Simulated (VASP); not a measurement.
Calculation: r2SCAN meta-GGA, VASP's PBE PAW potentials (set 64) (plane waves; VASP).

The input files of a VASP run:

KPOINTS_OPT:
```
k-points along high-symmetry lines
5
Line-mode
Reciprocal
  0.000000   0.000000   0.000000 ! GAMMA
  0.500000   0.000000   0.000000 ! X

  0.500000   0.000000   0.000000 ! X
  0.500000   0.500000   0.000000 ! S

  0.500000   0.500000   0.000000 ! S
  0.000000   0.500000   0.000000 ! Y

  0.000000   0.500000   0.000000 ! Y
  0.000000   0.000000   0.000000 ! GAMMA

  0.000000   0.000000   0.000000 ! GAMMA
  0.000000   0.000000   0.500000 ! Z

  0.000000   0.000000   0.500000 ! Z
  0.500000   0.000000   0.500000 ! U

  0.500000   0.000000   0.500000 ! U
  0.500000   0.500000   0.500000 ! R

  0.500000   0.500000   0.500000 ! R
  0.000000   0.500000   0.500000 ! T

  0.000000   0.500000   0.500000 ! T
  0.000000   0.000000   0.500000 ! Z

  0.500000   0.000000   0.000000 ! X
  0.500000   0.000000   0.500000 ! U

  0.000000   0.500000   0.000000 ! Y
  0.000000   0.500000   0.500000 ! T

  0.500000   0.500000   0.000000 ! S
  0.500000   0.500000   0.500000 ! R
```

### INCAR
```
SYSTEM=SiW2
PREC=Accurate; ENCUT=400; LREAL=.FALSE.
LASPH=.TRUE.
EDIFF=1E-7; NELM=100; ALGO=Normal
LMAXMIX=6; LMIXTAU=.TRUE.
ISMEAR=-5
METAGGA=R2SCAN
ISIF=2
LWAVE=.FALSE.; LCHARG=.FALSE.; LORBIT=11
NEDOS=601
LEFG=.TRUE.
```

File POSCAR:
```
SiW2
15.9028150
  0.3358893106   0.0000000000   0.0000000000
  0.0000000000   0.2627183003   0.0000000000
  0.0000000000   0.0000000000   0.5000000152
W Si
8 4
Cartesian
  0.1940041679   0.0656795751   0.3906568885
  0.0260595126   0.0656795751   0.3593431344
  0.1418851427   0.1970387252   0.1093431268
  0.3098297981   0.1970387252   0.1406568808
  0.0641084559   0.0656795751   0.0304491404
  0.2320531112   0.0656795751   0.2195508672
  0.2717808547   0.1970387252   0.4695508748
  0.1038361994   0.1970387252   0.2804491480
  0.2335457371   0.0656795751   0.0563109503
  0.0656010818   0.0656795751   0.1936890574
  0.1023435735   0.1970387252   0.4436890650
  0.2702882288   0.1970387252   0.3063109579
```

**KPOINTS**
```
kpoints
0
gamma
7 8 5
```

POTCAR, in this order: W_sv Si (PBE.64 set). Program: vasp_std.

Output

**OSZICAR**
```
       N       E                     dE             d eps       ncg     rms          rms(c)
DAV:   1     0.124484158184E+04    0.12448E+04   -0.64199E+04  9144   0.163E+03
DAV:   2    -0.362230646625E+03   -0.16071E+04   -0.15658E+04  9224   0.558E+02
DAV:   3    -0.474490302461E+03   -0.11226E+03   -0.10485E+03 10784   0.137E+02
DAV:   4    -0.479969488217E+03   -0.54792E+01   -0.51452E+01 10976   0.243E+01
DAV:   5    -0.480148025464E+03   -0.17854E+00   -0.17604E+00 10920   0.411E+00    0.655E+01
DAV:   6    -0.454281880652E+03    0.25866E+02   -0.18732E+01 10048   0.263E+01    0.186E+01
DAV:   7    -0.440387333397E+03    0.13895E+02   -0.55575E+00 10416   0.919E+00    0.461E+00
DAV:   8    -0.443980511338E+03   -0.35932E+01   -0.33408E+00  9908   0.931E+00    0.339E+00
DAV:   9    -0.444638598816E+03   -0.65809E+00   -0.41375E-01 10352   0.374E+00    0.674E-01
DAV:  10    -0.443886409831E+03    0.75219E+00   -0.32755E-01  9360   0.309E+00    0.607E-01
DAV:  11    -0.443907174429E+03   -0.20765E-01   -0.11522E-01  9512   0.182E+00    0.505E-01
DAV:  12    -0.443900983545E+03    0.61909E-02   -0.83827E-03 10196   0.436E-01    0.301E-01
DAV:  13    -0.443913253166E+03   -0.12270E-01   -0.78376E-03  9728   0.450E-01    0.102E-01
DAV:  14    -0.443921009830E+03   -0.77567E-02   -0.31913E-03  9508   0.303E-01    0.528E-02
DAV:  15    -0.443922969691E+03   -0.19599E-02   -0.10224E-03  9932   0.140E-01    0.175E-02
DAV:  16    -0.443922987182E+03   -0.17491E-04   -0.13907E-04 11020   0.533E-02    0.955E-03
DAV:  17    -0.443923021417E+03   -0.34235E-04   -0.23025E-05  9980   0.193E-02    0.562E-03
DAV:  18    -0.443923034788E+03   -0.13371E-04   -0.18882E-05  9440   0.218E-02    0.365E-03
DAV:  19    -0.443923035311E+03   -0.52321E-06   -0.89651E-06  9452   0.138E-02    0.185E-03
DAV:  20    -0.443923037626E+03   -0.23149E-05   -0.83580E-07  7928   0.431E-03    0.687E-04
DAV:  21    -0.443923037255E+03    0.37083E-06   -0.81397E-08  5048   0.182E-03    0.291E-04
DAV:  22    -0.443923037440E+03   -0.18484E-06   -0.24804E-08  4964   0.862E-04    0.256E-04
DAV:  23    -0.443923037420E+03    0.19831E-07   -0.71047E-09  4928   0.511E-04
   1 F= -.44392304E+03 E0= -.44392304E+03  d E =0.000000E+00
       N       E                     dE             ncg
```

OUTCAR:
```
------------------------ aborting loop because EDIFF is reached ----------------------------------------
  FORCE on cell =-STRESS in cart. coord.  units (eV):
  Direction    XX          YY          ZZ          XY          YZ          ZX
  --------------------------------------------------------------------------------------
  Total       -0.1236033     -0.1033550      0.2927728      0.0000000      0.0000000      0.0000000
  in kB       -1.1159943     -0.9331759      2.6433988      0.0000000      0.0000000      0.0000000
  external PRESSURE =       0.1980762 kB  Pullay stress =       0.0000000 kB
  volume of cell :      177.45
      direct lattice vectors                 reciprocal lattice vectors
     5.341585567  0.000000000  0.000000000     0.187210331  0.000000000  0.000000000
     0.000000000  4.177960527  0.000000000     0.000000000  0.239351232  0.000000000
     0.000000000  0.000000000  7.951407742     0.000000000  0.000000000  0.125763894
 POSITION                                       TOTAL-FORCE (eV/Angst)
 -----------------------------------------------------------------------------------
      3.08521      1.04449      6.21254         0.046343      0.000000      0.078063
      0.41442      1.04449      5.71457         0.046343     -0.000000     -0.078063
      2.25637      3.13347      1.73886        -0.046343      0.000000     -0.078063
      4.92717      3.13347      2.23684        -0.046343      0.000000      0.078063
      1.01950      1.04449      0.48423        -0.012754      0.000000      0.047718
      3.69030      1.04449      3.49148        -0.012754     -0.000000     -0.047718
      4.32208      3.13347      7.46718         0.012754     -0.000000     -0.047718
      1.65129      3.13347      4.45993         0.012754      0.000000      0.047718
      3.71403      1.04449      0.89550         0.001087      0.000000     -0.000254
      1.04324      1.04449      3.08020         0.001087      0.000000      0.000254
      1.62755      3.13347      7.05591        -0.001087      0.000000      0.000254
      4.29834      3.13347      4.87121        -0.001087      0.000000     -0.000254
 -----------------------------------------------------------------------------------
    total drift:                                0.000000      0.000000      0.000000
  FREE ENERGIE OF THE ION-ELECTRON SYSTEM (eV)
  ---------------------------------------------------
  free  energy   TOTEN  =      -443.9230374200 eV

  energy  without entropy=     -443.9230374200  energy(sigma->0) =     -443.92303742

 total charge

# of ion       s       p       d       tot
------------------------------------------
    1        2.360   6.314   3.407  12.081
    2        2.360   6.314   3.407  12.081
    3        2.360   6.314   3.407  12.081
    4        2.360   6.314   3.407  12.081
    5        2.349   6.291   3.476  12.115
    6        2.349   6.291   3.476  12.115
    7        2.349   6.291   3.476  12.115
    8        2.349   6.291   3.476  12.115
    9        0.705   0.963   0.000   1.668
   10        0.705   0.963   0.000   1.668
   11        0.705   0.963   0.000   1.668
   12        0.705   0.963   0.000   1.668
--------------------------------------------------
tot         21.656  54.270  27.530 103.456

 Electric field gradients after diagonalization (V/A^2)
 (convention: |V_zz| > |V_xx| > |V_yy|)
----------------------------------------------------------------------
 ion       V_xx      V_yy      V_zz     asymmetry (V_yy - V_xx)/ V_zz
----------------------------------------------------------------------
   1      83.799    60.255  -144.054       0.163
   2      83.799    60.255  -144.054       0.163
   3      83.799    60.255  -144.054       0.163
   4      83.799    60.255  -144.054       0.163
   5     -96.599   -62.500   159.098       0.214
   6     -96.599   -62.500   159.098       0.214
   7     -96.599   -62.500   159.098       0.214
   8     -96.599   -62.500   159.098       0.214
   9      -8.510    -7.535    16.045       0.061
  10      -8.510    -7.535    16.045       0.061
  11      -8.510    -7.535    16.045       0.061
  12      -8.510    -7.535    16.045       0.061
```
(Selected blocks of OUTCAR.)

### OUTCAR
```
 val. band max:       11.5111113287   @ k =   0.0000   0.1250   0.0000

 cond. band min:      11.3896065748   @ k =   0.0000   0.0000   0.0000


 Fermi energy:        11.4428496939

 k-point     1 :       0.0000    0.0000    0.0000
  band No.  band energies     occupation
      1     -64.6016      2.00000
      2     -64.5920      2.00000
      3     -64.5214      2.00000
      4     -64.5180      2.00000
      5     -64.2784      2.00000
      6     -64.2687      2.00000
      7     -64.2629      2.00000
      8     -64.2593      2.00000
      9     -28.7227      2.00000
     10     -28.6385      2.00000
     11     -28.4963      2.00000
     12     -28.4221      2.00000
     13     -28.4063      2.00000
     14     -28.3765      2.00000
     15     -28.2562      2.00000
     16     -28.2475      2.00000
     17     -28.2467      2.00000
     18     -28.2123      2.00000
     19     -28.0204      2.00000
     20     -27.9386      2.00000
     21     -27.9161      2.00000
     22     -27.9132      2.00000
     23     -27.8736      2.00000
     24     -27.8342      2.00000
     25     -27.8085      2.00000
     26     -27.7879      2.00000
     27     -27.7064      2.00000
     28     -27.7038      2.00000
     29     -27.6618      2.00000
     30     -27.6520      2.00000
     31     -27.5917      2.00000
     32     -27.5813      2.00000
     33      -1.3365      2.00000
     34       0.9846      2.00000
     35       1.1834      2.00000
     36       2.4480      2.00000
     37       4.2566      2.00000
     38       5.0957      2.00000
     39       5.2904      2.00000
     40       5.3385      2.00000
     41       5.3590      2.00000
     42       6.2015      2.00000
     43       6.4808      2.00000
     44       6.8068      2.00000
     45       6.8087      2.00000
     46       7.0202      2.00000
     47       7.1357      2.00000
     48       7.1615      2.00000
     49       7.4096      2.00000
     50       7.7148      2.00000
     51       8.0884      2.00000
...
```

For a metal the tetrahedron method with Blöchl corrections gives inexact stress and forces. Unless said otherwise, spin-orbit coupling is left out, though it shifts the bands of the heavy elements here.

The structure was generated: SiW2 was put into the Co2Si type (Pnma), which need not be its known phase. It was relaxed first.
